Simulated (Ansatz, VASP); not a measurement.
# Al2O3 (Corundum): VASP beside Ansatz, part 2 of 2

One calculation is typed for both programs; each brings its own data sets. How far apart do they land? The cell is taken from a series of runs on this material, whose earlier steps may have relaxed, scaled, displaced or heated it; both programs get it as it stands.

VASP 6.6.1 and Ansatz 0.2.0.

So far. Step 2 (VASP: single point, HSE06): The run ends at a pressure of 0.34 GPa, with forces up to 0.021 eV/Å.

## Step 3: Ansatz: single point, HSE06

Level of this step: Ansatz beside VASP: Kohn-Sham DFT, plane waves, HSE06 (Ansatz).

Ansatz runs on its default PAW (the set named soft_2) files.

The same cell, functional and mesh now go to Ansatz.

input.yaml

```yaml
crystal:
  lattice:
    - [2.376146192, 1.3718686436, 4.3239347811]
    - [-2.376146192, 1.3718686436, 4.3239347811]
    - [0.0, -2.7437372872, 4.3239347811]
  atoms:
    - { symbol: Al, position: [0.3519541723, 0.3519541723, 0.3519541723] }
    - { symbol: Al, position: [0.1480458277, 0.1480458277, 0.1480458277] }
    - { symbol: Al, position: [0.6480458277, 0.6480458277, 0.6480458277] }
    - { symbol: Al, position: [0.8519541723, 0.8519541723, 0.8519541723] }
    - { symbol: O, position: [0.5564025971, 0.9435974029, 0.25] }
    - { symbol: O, position: [0.25, 0.5564025971, 0.9435974029] }
    - { symbol: O, position: [0.9435974029, 0.25, 0.5564025971] }
    - { symbol: O, position: [0.4435974029, 0.0564025971, 0.75] }
    - { symbol: O, position: [0.75, 0.4435974029, 0.0564025971] }
    - { symbol: O, position: [0.0564025971, 0.75, 0.4435974029] }
kpoints:
  mp_grid: { grid: [4, 4, 4] }
hamiltonian:
  xc: hse06
scf:
  occupations: { method: fixed }
  n_extra_bands: 7
  lower_state_search: "off"
  convergence: { dr2_threshold: 1.0e-09 }
output:
  eigenvalues: true
basis:
  ecutwfc: 650
```

The run is started by

```console
$ ansatz run input.yaml --threads 24 --pin off --max-ram 44236MiB --backend cpu --events-out ev --progress --plain --runs-dir out
```

Numbers of over 12 decimals in the logs are rounded to 6 here.

The log of the run:

```text
scf.n_extra_bands = 7 over 24 filled bands (N_el = 48.0): the run solves 31 bands
Engine: ansatz 0.2.0, x86_64-unknown-linux-gnu
Pseudopotentials: kind: paw
Pseudopotential: Al, paw, valence charge 3, recommended cutoff 420 eV (normal), Al.paw.azcp
Pseudopotential: O, paw, valence charge 6, recommended cutoff 420 eV (normal), O.paw.azcp
Functional definition: HSE06
  parameter a = 0.25
  parameter omega = 0.11/bohr
  exchange = pbe_x - a*pbe_x_sr(omega) + a*exact_x_sr(omega)
  correlation = pbe_c
davidson cushion auto → on  (no smearing: the cushion is to keep the highest requested band from converging to the state above it; pin scf.eigensolver.cushion to override)
Crystal: 10 atoms, lattice volume = 84.570 Å³
Basis set: ecut = 650 eV, 3197 PW (Γ)
Bands: 31, of which v1, the nominal top of the filled ones, is band 24 counted from 1 (23 counted from 0)
Symmetry: 12 space group operations
Space group: R-3c (ITA 167), of the structure as read, at distance tolerance 4.4e-5 Å
k-points: 13 of 64
Non-local potential: Al, projectors of the file, l = 0: 2, l = 1: 2, l = 2: 1
Non-local potential: O, projectors of the file, l = 0: 2, l = 1: 2, l = 2: 1
PAW form: soft (Blöchl's): semilocal exchange-correlation on the pseudo side does not see the compensation charge
PAW frozen core: Al, regenerated for the run's functional, and the local potential with it (the file was generated under x = pbe(κ = 0.804, μ = 0.219515), c = pbe(β = 0.066725))
PAW frozen core: O, regenerated for the run's functional, and the local potential with it (the file was generated under x = pbe(κ = 0.804, μ = 0.219515), c = pbe(β = 0.066725))
PAW one-centre angular grid: Al, 110 points (default); XC on 64 Gauss nodes
PAW one-centre angular grid: O, 110 points (default); XC on 96 Gauss nodes
Initial density: superposition of atomic densities (neutral atoms: chi_scale 0, normalization atom), corrected by the library's trained network
Initial wavefunctions: pseudopotential atomic-orbital guess
Functional: x = pbe(κ = 0.804, μ = 0.219515), c = pbe(β = 0.066725), warm-up for x = pbe(κ = 0.804, μ = 0.219515) + 0.25 (exact − pbe) at short range (hse, ω = 0.207870 Å⁻¹), c = pbe(β = 0.066725); HSE06 as pw.x's `hse` composes it (authors' and Libxc's form: `xc: wpbeh`)
SCF iter   1: F=—  HF=-5569.566528 eV  |F-HF|=—  |Δ(HF+E_count)|=         —  Δρ=1.76e-3  dr2=8.68e-4  ethr=1.77e-3  ⟨swp⟩=9.2  Hψ=2245  notcnv=0
preconditioner: auto → none  [insulator: Δε(μ)=6.297 eV  Ē_g=16.948 eV  n_scr=20 (ndim 8)  ℏωp=28.0 eV  f_vac=0.000]
SCF iter   2: F=—  HF=-5569.569322 eV  |F-HF|=—  |Δ(HF+E_count)|=   2.79e-3  Δρ=9.46e-4  dr2=2.04e-4  ethr=1.81e-6  ⟨swp⟩=6.4  Hψ=1747  notcnv=0  defer=18
SCF iter   3: F=-5569.569828 eV  HF=-5569.569815 eV  |F-HF|=1.33e-5  |Δ(HF+E_count)|=   4.93e-4  Δρ=4.19e-4  dr2=6.05e-5  ethr=4.25e-7  ⟨swp⟩=4.3  Hψ=1289  notcnv=0  defer=7
SCF 1 stopped early in 3 iterations: F = -5569.569828 eV  dr2 = 6.05e-5
  greatest PAW one-centre occupation: 0.859 electrons in one spin orbital (limit 2), on the O atom at site 9 (counted from 0), in its partial waves of l = 0
Initial density: handed on by an earlier stage of this run
Initial wavefunctions: those handed on with the density
Functional: x = pbe(κ = 0.804, μ = 0.219515) + 0.25 (exact − pbe) at short range (hse, ω = 0.207870 Å⁻¹), c = pbe(β = 0.066725); HSE06 as pw.x's `hse` composes it (authors' and Libxc's form: `xc: wpbeh`)
Exchange kernel: α = 0.2500, screened, ω = 0.2079 Å⁻¹, Wigner–Seitz truncation, v(0) = 1043.3690 eV·Å³, q-mesh 4×4×4, nearest image of the exchange supercell L = 19.01 Å, pair-density grid 30×30×30, without the augmentation charges, whose exchange is taken in its separable form by FFT convolution over the k-point mesh (sized by the pseudopotential files, 36×36×36 at the most), smooth part of the exact exchange by density-matrix convolution
Frozen-core exchange: fock
SCF iter   1: F=—  HF=-5571.024808 eV  |F-HF|=—  |Δ(HF+E_count)|=         —  Δρ=7.73e-3  dr2=2.55e-2  ethr=1.26e-6  ⟨swp⟩=8.3  Hψ=2345  notcnv=0
preconditioner: auto → none  [insulator: Δε(μ)=8.138 eV  Ē_g=19.489 eV  n_scr=20 (ndim 8)  ℏωp=28.0 eV  f_vac=0.000]
SCF iter   2: F=—  HF=-5571.014799 eV  |F-HF|=—  |Δ(HF+E_count)|=   1.00e-2  Δρ=3.96e-3  dr2=5.33e-3  ethr=1.26e-6  ⟨swp⟩=4.5  Hψ=1531  notcnv=0
SCF iter   3: F=—  HF=-5571.027821 eV  |F-HF|=—  |Δ(HF+E_count)|=   1.30e-2  Δρ=1.45e-3  dr2=1.79e-3  ethr=1.26e-6  ⟨swp⟩=4.8  Hψ=1395  notcnv=0
SCF iter   4: F=—  HF=-5571.027300 eV  |F-HF|=—  |Δ(HF+E_count)|=   5.21e-4  Δρ=5.13e-4  dr2=2.13e-4  ethr=1.26e-6  ⟨swp⟩=4.0  Hψ=1490  notcnv=0
iter 5 solved again at ethr=8.56e-9 eV; its pass at ethr=3.56e-7 eV (dr2=4.11e-6 eV) is discarded
SCF iter   5: F=-5571.027236 eV  HF=-5571.027238 eV  |F-HF|=1.98e-6  |Δ(HF+E_count)|=   6.25e-5  Δρ=8.08e-5  dr2=1.46e-5  ethr=8.56e-9  ⟨swp⟩=4.2  Hψ=2264  notcnv=0
eigensolver tolerance schedule: the retry pair's looser diagonalisation over-reported the residual by 0.32 of it (diagonalisation noise at 0.33 of the residual, at the tolerance the schedule requests for it); recorded, not acted on — ethr = c·dr2/N_el stays at c = 1.0e-1
SCF 2 stopped early in 5 iterations: F = -5571.027236 eV  dr2 = 1.46e-5
  greatest PAW one-centre occupation: 0.863 electrons in one spin orbital (limit 2), on the O atom at site 9 (counted from 0), in its partial waves of l = 0
hybrid outer 1: dexx = +1.601e-2 eV, tail = 4.65e-5 eV
Exchange kernel: α = 0.2500, screened, ω = 0.2079 Å⁻¹, Wigner–Seitz truncation, v(0) = 1043.3690 eV·Å³, q-mesh 4×4×4, nearest image of the exchange supercell L = 19.01 Å, pair-density grid 30×30×30, without the augmentation charges, whose exchange is taken in its separable form by FFT convolution over the k-point mesh (sized by the pseudopotential files, 36×36×36 at the most), smooth part of the exact exchange by density-matrix convolution
Frozen-core exchange: fock
SCF iter   1: F=—  HF=-5571.027340 eV  |F-HF|=—  |Δ(HF+E_count)|=         —  Δρ=9.43e-5  dr2=6.82e-6  ethr=4.84e-7  ⟨swp⟩=4.7  Hψ=1001  notcnv=0
preconditioner: auto → none  [insulator: Δε(μ)=8.162 eV  Ē_g=19.481 eV  n_scr=20 (ndim 8)  ℏωp=28.0 eV  f_vac=0.000]
iter 2 solved again at ethr=3.11e-10 eV; its pass at ethr=1.36e-8 eV (dr2=1.49e-7 eV) is discarded
SCF iter   2: F=—  HF=-5571.027338 eV  |F-HF|=—  |Δ(HF+E_count)|=   2.03e-6  Δρ=2.02e-5  dr2=3.56e-7  ethr=3.11e-10  ⟨swp⟩=4.5  Hψ=2340  notcnv=0
SCF iter   3: F=—  HF=-5571.027340 eV  |F-HF|=—  |Δ(HF+E_count)|=   1.88e-6  Δρ=1.57e-5  dr2=1.87e-7  ethr=2.92e-10  ⟨swp⟩=6.0  Hψ=1495  notcnv=0  defer=1
SCF iter   4: F=—  HF=-5571.027340 eV  |F-HF|=—  |Δ(HF+E_count)|=   6.19e-8  Δρ=3.22e-6  dr2=5.07e-9  ethr=2.92e-10  ⟨swp⟩=3.0  Hψ=1184  notcnv=0
SCF iter   5: F=-5571.027340 eV  HF=-5571.027340 eV  |F-HF|=1.91e-10  |Δ(HF+E_count)|=   1.31e-8  Δρ=9.33e-7  dr2=4.57e-10  ethr=8.33e-12  ⟨swp⟩=6.7  Hψ=1487  notcnv=0  defer=12
SCF 3 converged in 5 iterations: F = -5571.027340 eV  dr2 = 4.57e-10
hybrid outer 2: dexx = +2.084e-6 eV, tail = 4.49e-9 eV, Δε = 1.23e-3 eV (about 1.31e-5 eV left of the loop's levels)
hybrid SCF converged: 2 outer / 10 inner (+3 warm-up), last move |dexx| = 2.08e-6 eV, tail = 4.49e-9 eV
Stability not checked: this state was not tested for a lower state beside it, because the functional holds exact exchange (a hybrid, or Hartree-Fock), whose exchange loop this test does not read (fock_operator; see scf.lower_state_search)
Free energy (F): -5571.027340 eV
Frozen-core exchange: fock
Harris-Foulkes:  -5571.027340 eV  (|F-HF|=1.91e-10)
Internal energy: -5571.027340 eV  (E = F + TS)
E sigma→0 (E₀):  -5571.027340 eV
Fermi energy:    6.530956 eV
--- Per-component energies (eV) ---
  E_band       = -17.537355
  E_kinetic    = 1191.679260
  E_local      = -1975.389357  (includes V_loc(G=0)·N_el)
  E_nonlocal   = 316.808597
  E_hartree    = 735.878737
  E_xc         = -494.844534
  E_vxc        = -557.765904  (∫ρ·V_xc dr)
  E_exx        = -136.506443  (= α·E_x^exact, valence–valence)
  E_paw        = -2806.780824  (= ΣΔE_a)
  E_vpaw       = -191.616488  (= ΣTr[D̂ρ^β])
  E_aug_tail   = 0.002821  (compensation charges beyond the density's cutoff)
  E_ewald      = -2401.536245
  E_core_change = -0.339352  (= ΣΔE_core)
  E_smearing   = -0.000000  (= −TS)
  E_closure    = -0.000000  (closes the sum)
  Σ components = -5571.027340   (vs F -5571.027340, Δ=0.00e0)
--- Band table (eV; the first three rows and the last of 13) ---
  k-point 0: bands = [... 20 lower, 5.9336, 6.4770, 6.4770, 6.5310, 14.6926, 17.6306, 19.4790, 20.1589, ... 3 higher]
  k-point 1: bands = [... 20 lower, 5.6560, 6.0116, 6.3453, 6.3931, 15.9896, 18.6828, 18.6980, 19.3655, ... 3 higher]
  k-point 2: bands = [... 20 lower, 5.5027, 5.5027, 6.1980, 6.1980, 18.0388, 18.0388, 18.2657, 18.2657, ... 3 higher]
  k-point 12: bands = [... 20 lower, 6.1001, 6.1001, 6.1001, 6.1001, 17.2256, 17.2256, 19.6890, 19.6890, ... 3 higher]
```

In the SCF lines HF is the Harris–Foulkes energy and dr2 the Hartree energy of the density residual, in eV; the loop may stop once dr2 is under the threshold and the program's other checks hold. Hψ counts applications of the Hamiltonian.

## Step 4: Comparison

Known differences besides the potentials themselves: exact exchange at q = 0 is treated differently, which shows on coarse meshes; VASP keeps PBE cores, Ansatz makes them for the functional; fixed occupations in Ansatz, narrow Gaussian smearing in VASP; the cutoff is 650 eV in Ansatz and 520 eV in VASP; VASP takes a coarser grid for exact exchange (PRECFOCK = Fast). Total energies have different zeros and are not compared.

Compared:

```tsv
quantity	Ansatz	VASP	difference
gap on the k mesh (eV)	8.162	8.139	+0.023
```

A gap on the mesh is an upper bound, since the band edges may lie between its points.

## Step 5: Summary of results

* difference in gap on the k mesh (single point, HSE06): 0.023 eV

In words: The difference in gap on the k mesh is 0.023 eV (single point, HSE06), within the 0.08 eV picked in this series as the mark of a large difference. How closely two codes agree says nothing of how well the functional describes the real material.

[Lines on the potential files, build, host, timing and source positions are cut from VASP's logs without a mark.]

[Logs are printed without paths, hosts, clocks, repeated set-up lines and the standing remarks that a program may print on its own settings, such as how far it seeks lower states.]

[Hosts, paths, dates, database ids (printed as entryN), source tags and the programs' standing remarks are cut or masked in the printed files.]
